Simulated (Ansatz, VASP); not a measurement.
# BaTiO3 in two plane-wave programs

Aim: how closely do two programs agree when they are given the same cell, functional and k mesh?

Program: Ansatz 0.2.0. Level of theory: plane waves, with VASP 6.6.1 beside it; single point at PBE, spin-orbit coupling and single point at PBE. Results are calculated unless marked as measured.

The database entry behind the starting cell differs from later determinations by our own check (c/a about 0.6 % short), so it need not match the best structure at ambient conditions.

## (1) Set-up

The structure is tetragonal, space group P4mm (No. 99). The conventional cell has a = 4.000 Å, b = 4.000 Å, c = 4.018 Å, α = 90.00°, β = 90.00°, γ = 90.00°. Nearest to Ba lie 12 O at 2.79 to 2.88 Å. Nearest to Ti lie 6 O at 1.89 to 2.13 Å. Nearest to O lie 2 Ti at 1.89 to 2.13 Å and 4 Ba at 2.83 Å. O has 2 Ti at 2.00 Å and 4 Ba at 2.79 to 2.88 Å nearest. Farther neighbours and most contacts between anions are not listed.

Structure file:

```xyz
5
Lattice="3.9998 0.0000 0.0000 0.0000 3.9998 0.0000 0.0000 0.0000 4.0180" Properties=species:S:1:pos:R:3 pbc="T T T"
Ba    0.0000    0.0000    0.0000
Ti    1.9999    1.9999    1.9688
O     1.9999    1.9999    0.0763
O     1.9999    0.0000    2.0773
O     0.0000    1.9999    2.0773
```

## (2) VASP: single point, PBE, spin-orbit coupling

A single point gives forces, pressure and levels at one fixed geometry, so differences don't come from the geometry; what else differs is listed under the comparison.

Lines of VASP's logs that name or quote its potential files are left out, and so is its time.

File INCAR:

```
SYSTEM = BaTiO3
PREC = Accurate
ENCUT = 440
EDIFF = 1E-08
NELM = 100
ISMEAR = 0
SIGMA = 0.01
LREAL = .FALSE.
ALGO = Normal
GGA = PE
LNONCOLLINEAR = .TRUE.
MAGMOM = 0 0 0 0 0 0 0 0 0 0 0 0 0 0 0
NBANDS = 52
GGA_COMPAT = .FALSE.
LASPH = .TRUE.
LSORBIT = .TRUE.
LMAXMIX = 4
LORBIT = 11
LWAVE = .TRUE.
LCHARG = .FALSE.
KPAR = 8
```

File POSCAR:

```
BaTiO3
1.0
    3.9998000000      0.0000000000      0.0000000000
    0.0000000000      3.9998000000      0.0000000000
    0.0000000000      0.0000000000      4.0180000000
Ba Ti O
1 1 3
Direct
    0.0000000000      0.0000000000      0.0000000000
    0.5000000000      0.5000000000      0.4900000000
    0.5000000000      0.5000000000      0.0190000000
    0.5000000000      0.0000000000      0.5170000000
    0.0000000000      0.5000000000      0.5170000000
```

File KPOINTS:

```
Automatic mesh
0
Gamma
4 4 4
0 0 0
```

PAW data sets: Ba_sv_GW, Ti_sv_GW and O_GW (PBE family, release 64).

Command:

```console
> mpirun -np 8 vasp_ncl
```

Numbers of over 12 decimals in the logs are rounded to 6 here.

The log of the run:

```text
[banner, memory and clock lines left out]
running    8 mpi-ranks, on    1 nodes
 distrk:  each k-point on    1 cores,    8 groups
 distr:  one band on    1 cores,    1 groups

 POSCAR found type information on POSCAR BaTiO
 POSCAR found :  3 types and       5 ions
|                                                                             |
|           W    W    AA    RRRRR   N    N  II  N    N   GGGG   !!!           |
|           W    W   A  A   R    R  NN   N  II  NN   N  G    G  !!!           |
|           W    W  A    A  R    R  N N  N  II  N N  N  G       !!!           |
|           W WW W  AAAAAA  RRRRR   N  N N  II  N  N N  G  GGG   !            |
|           WW  WW  A    A  R   R   N   NN  II  N   NN  G    G                |
|           W    W  A    A  R    R  N    N  II  N    N   GGGG   !!!           |
|                                                                             |
|     For optimal performance we recommend to set                             |
|       NCORE = 2 up to number-of-cores-per-socket                            |
|     NCORE specifies how many cores store one orbital (NPAR=cpu/NCORE).      |
|     This setting can greatly improve the performance of VASP for DFT.       |
|     The default, NCORE=1 might be grossly inefficient on modern             |
|     multi-core architectures or massively parallel machines. Do your        |
|     Unfortunately you need to use the default for GW and RPA                |
|     calculations (for HF NCORE is supported but not extensively tested      |
|     yet).                                                                   |
|                                                                             |

 LDA part: xc-table for (Slater+PW92), standard interpolation
 POSCAR, INCAR and KPOINTS ok, starting setup
 FFT: planning ... GRIDC
 FFT: planning ... GRID_SOFT
 FFT: planning ... GRID
 WAVECAR not read
 entering main loop
       N       E                     dE             d eps       ncg     rms          rms(c)
DAV:   1     0.770725158616E+03    0.77073E+03   -0.15513E+04  2608   0.151E+03
DAV:   2     0.113269477871E+03   -0.65746E+03   -0.62815E+03  4152   0.859E+02
DAV:   3    -0.421154963085E+02   -0.15538E+03   -0.14562E+03  4608   0.384E+02
DAV:   4    -0.575709914569E+02   -0.15455E+02   -0.15192E+02  4656   0.152E+02
DAV:   5    -0.583518306691E+02   -0.78084E+00   -0.76963E+00  4576   0.394E+01    0.214E+01
DAV:   6    -0.437743428803E+02    0.14577E+02   -0.67880E+01  4528   0.930E+01    0.947E+00
DAV:   7    -0.440753980123E+02   -0.30106E+00   -0.10150E+01  4520   0.501E+01    0.554E+00
DAV:   8    -0.440255683660E+02    0.49830E-01   -0.70640E-01  4576   0.123E+01    0.425E+00
DAV:   9    -0.440276393941E+02   -0.20710E-02   -0.90553E-02  4272   0.503E+00    0.142E+00
DAV:  10    -0.440201576791E+02    0.74817E-02   -0.29155E-02  4528   0.293E+00    0.238E-01
DAV:  11    -0.440208912900E+02   -0.73361E-03   -0.43813E-03  4592   0.678E-01    0.101E-01
DAV:  12    -0.440209701058E+02   -0.78816E-04   -0.25636E-04  4448   0.246E-01    0.494E-02
DAV:  13    -0.440210096825E+02   -0.39577E-04   -0.13769E-04  4192   0.196E-01    0.182E-02
DAV:  14    -0.440210075044E+02    0.21781E-05   -0.16476E-05  4408   0.955E-02    0.127E-02
DAV:  15    -0.440210071477E+02    0.35666E-06   -0.25391E-06  4544   0.214E-02    0.633E-03
DAV:  16    -0.440210069862E+02    0.16151E-06   -0.65573E-07  4448   0.883E-03    0.205E-03
DAV:  17    -0.440210069798E+02    0.63987E-08   -0.35214E-07  4416   0.108E-02    0.134E-03
DAV:  18    -0.440210069799E+02   -0.86857E-10   -0.45507E-08  3576   0.509E-03
   1 F= -.44021007E+02 E0= -.44021007E+02  d E =-.142325-144  mag=    -0.0000    -0.0000    -0.0000
 writing wavefunctions
```

Parts of OUTCAR (step 2):

```text
ion  position               nearest neighbor table
   1  0.000  0.000  0.000-
   2  0.500  0.500  0.490-   3 1.89   4 2.00   5 2.00   4 2.00   5 2.00   3 2.13
   3  0.500  0.500  0.019-   2 1.89   2 2.13
   4  0.500  0.000  0.517-   2 2.00   2 2.00
   5  0.000  0.500  0.517-   2 2.00   2 2.00

  LATTYP: Found a simple tetragonal cell.
 ALAT       =     3.9998000000
 C/A-ratio  =     1.0045502275

 Subroutine GETGRP returns: Found  8 space group operations
 (whereof  8 operations were pure point group operations)

The static configuration has the point symmetry C_4v.

 Found     24 irreducible k-points:

   k-points           NKPTS =     24   k-points in BZ     NKDIM =     24   number of bands    NBANDS=     52

   dimension x,y,z NGX =    28 NGY =   28 NGZ =   28
   dimension x,y,z NGXF=    56 NGYF=   56 NGZF=   56

   ENCUT  =  440.0 eV  32.34 Ry    5.69 a.u.   6.84  6.84  6.87*2*pi/ulx,y,z

   NELECT =      40.0000    total number of electrons

 k-points in reciprocal lattice and weights: Automatic mesh
   0.00000000  0.00000000  0.00000000       0.016
   0.25000000  0.00000000  0.00000000       0.062
   0.50000000  0.00000000  0.00000000       0.031
   0.25000000  0.25000000  0.00000000       0.062
   0.50000000  0.25000000  0.00000000       0.062
   0.50000000  0.50000000  0.00000000       0.016
   0.00000000  0.00000000  0.25000000       0.016
   0.00000000  0.00000000 -0.25000000       0.016
   0.25000000  0.00000000  0.25000000       0.062
[...]
0.50000000  0.25000000  0.50000000       0.062
   0.50000000  0.50000000  0.50000000       0.016

 average (electrostatic) potential at core
       1 -77.8258       2 -98.4097       3 -68.2080       4 -68.0979       5 -68.0979

 E-fermi :   5.5943

 k-point     1 :       0.0000    0.0000    0.0000
  band No.  band energies     occupation
    ...
     36       5.0691      1.00000
     37       5.1951      1.00000
     38       5.1951      1.00000
     39       5.2030      1.00000
     40       5.2030      1.00000
     41       7.2337      0.00000
     42       7.2337      0.00000
     43       7.4358      0.00000
     44       7.4359      0.00000
     45       7.4597      0.00000
    ...

 k-point     2 :       0.2500    0.0000    0.0000
  band No.  band energies     occupation
    ...
     36       4.2182      1.00000
     37       4.7663      1.00000
     38       4.7741      1.00000
     39       4.8804      1.00000
     40       4.8936      1.00000
     41       7.4960      0.00000
     42       7.4982      0.00000
     43       8.1645      0.00000
     44       8.1712      0.00000
     45       8.1914      0.00000
    ...

 k-point     3 :       0.5000    0.0000    0.0000
  band No.  band energies     occupation
    ...
     36       3.7341      1.00000
     37       4.5016      1.00000
     38       4.5016      1.00000
     39       4.6112      1.00000
     40       4.6112      1.00000
     41       7.5562      0.00000
     42       7.5562      0.00000
     43       8.9298      0.00000
     44       8.9298      0.00000
     45       8.9736      0.00000
    ...

  Total       -0.3465803     -0.3465803      0.0055491      0.0000000      0.0000000      0.0000000
  in kB       -8.6382943     -8.6382943      0.1383069      0.0000000      0.0000000      0.0000000
  external PRESSURE =      -5.7127606 kB  Pullay stress =       0.0000000 kB

  energy-cutoff  :      440.00
  volume of cell :       64.28
      direct lattice vectors                 reciprocal lattice vectors
     3.999800000  0.000000000  0.000000000     0.250012501  0.000000000  0.000000000
     0.000000000  3.999800000  0.000000000     0.000000000  0.250012501  0.000000000
     0.000000000  0.000000000  4.018000000     0.000000000  0.000000000  0.248880040

 POSITION                                       TOTAL-FORCE (eV/Angst)
 -----------------------------------------------------------------------------------
      0.00000      0.00000      0.00000         0.000000      0.000000      0.039569
      1.99990      1.99990      1.96882        -0.000000     -0.000000     -0.229398
      1.99990      1.99990      0.07634        -0.000000      0.000000      0.339001
      1.99990      0.00000      2.07731        -0.000000      0.000000     -0.074586
      0.00000      1.99990      2.07731         0.000000      0.000000     -0.074586
 -----------------------------------------------------------------------------------
    total drift:                                0.000000      0.000000      0.000093

  FREE ENERGIE OF THE ION-ELECTRON SYSTEM (eV)
  ---------------------------------------------------
  free  energy   TOTEN  =       -44.0210069799 eV

  energy  without entropy=      -44.0210069799  energy(sigma->0) =      -44.02100698

 Spin-Orbit-Coupling matrix elements
 Ion:    1  E_soc:     -0.4466689
 Ion:    2  E_soc:     -0.0227914
 Ion:    3  E_soc:     -0.0002806
 Ion:    4  E_soc:     -0.0002808
 Ion:    5  E_soc:     -0.0002808

 total charge
# of ion       s       p       d       f       tot
--------------------------------------------------
    1        1.799   4.587   0.120   0.026   6.532
    2        2.217   6.117   1.417   0.036   9.787
    3        1.550   3.430   0.000   0.000   4.980
    4        1.547   3.430   0.000   0.000   4.977
    5        1.547   3.430   0.000   0.000   4.977
--------------------------------------------------
tot          8.660  20.995   1.537   0.062  31.253

 magnetization (x)
# of ion       s       p       d       f       tot
--------------------------------------------------
    1        0.000   0.000  -0.000  -0.000  -0.000
    2        0.000   0.000  -0.000   0.000  -0.000
    3        0.000   0.000   0.000   0.000   0.000
    4        0.000   0.000   0.000   0.000   0.000
    5        0.000   0.000   0.000   0.000   0.000
--------------------------------------------------
tot          0.000   0.000  -0.000  -0.000   0.000

 magnetization (y)
# of ion       s       p       d       f       tot
--------------------------------------------------
    1       -0.000   0.000  -0.000  -0.000  -0.000
    2        0.000   0.000   0.000   0.000   0.000
    3       -0.000   0.000   0.000   0.000  -0.000
    4        0.000   0.000   0.000   0.000   0.000
    5        0.000   0.000   0.000   0.000   0.000
--------------------------------------------------
tot         -0.000   0.000  -0.000  -0.000  -0.000

 magnetization (z)
# of ion       s       p       d       f       tot
--------------------------------------------------
    1        0.000   0.000   0.000   0.000   0.000
    2        0.000   0.000  -0.000  -0.000  -0.000
    3        0.000   0.000   0.000   0.000   0.000
    4        0.000   0.000   0.000   0.000   0.000
    5        0.000   0.000   0.000   0.000   0.000
--------------------------------------------------
tot          0.000   0.000  -0.000  -0.000   0.000

[... 3 further parts left out ...]
```

This run has no spin polarisation, although Ti can carry a moment.

(Continued in part 2 of 2.)

[Lines on the potential files, build, host, timing and source positions are cut from VASP's logs without a mark.]

[Logs are printed without paths, hosts, clocks, repeated set-up lines and the standing remarks that a program may print on its own settings, such as how far it seeks lower states.]

[Hosts, paths, dates, database ids (printed as entryN), source tags and the programs' standing remarks are cut or masked in the printed files.]
